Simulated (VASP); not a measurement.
Data:

```
CELL_PARAMETERS angstrom
      0.00000     2.69865     2.69865
      2.69865     0.00000     2.69865
      2.69865     2.69865     0.00000
ATOMIC_POSITIONS crystal
  Ce 0.00000 0.00000 0.00000
  O  0.25000 0.25000 0.25000
  O  0.75000 0.75000 0.75000
```

Calculation: PBEsol GGA, VASP's PBE PAW potentials (set 64) (plane waves; VASP 6.6.1). Numerical set-up: 520 eV cut-off, 7×7×7 Γ-centred mesh, Gaussian smearing of 0.050 eV, potentials Ce O.

Predict the energy per atom (σ→0).

The energy per atom (σ→0) is -9.181 eV/atom.

Only differences to runs with the same potentials and settings are physical.

The compound is CeO2 in the fluorite structure. It was relaxed first. The run is not spin-polarised, so no magnetic state was tried.
